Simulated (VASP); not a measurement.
Given:

```xyz
3
Lattice="2.1652 -3.7503 0.0000 2.1652 3.7503 0.0000 0.0000 0.0000 7.7297" Properties=species:S:1:pos:R:3 pbc="T T T"
Cd     0.0000     0.0000     0.0000
I      2.1652     1.2501     1.7213
I      2.1652    -1.2501     6.0085
```

Level of theory: PBE GGA, VASP's PBE PAW potentials (set 64) (plane waves; VASP 6.6.1). Numerical set-up: 500 eV cut-off, 6×6×3 Γ-centred mesh, Gaussian smearing of 0.050 eV, potentials Cd I.

Without a dispersion term in the relaxation, distances and binding between the weakly bound layers, chains or molecules are unreliable, and so is what depends on them.

**Question.** Estimate the energy per atom (σ→0).

**Answer.** 
- energy per atom (σ→0) = -1.850 eV/atom

Only differences to runs with the same potentials and settings are physical.

The compound is CdI2 in the 1T layered structure. It was relaxed first, which changed the volume by +18 %.
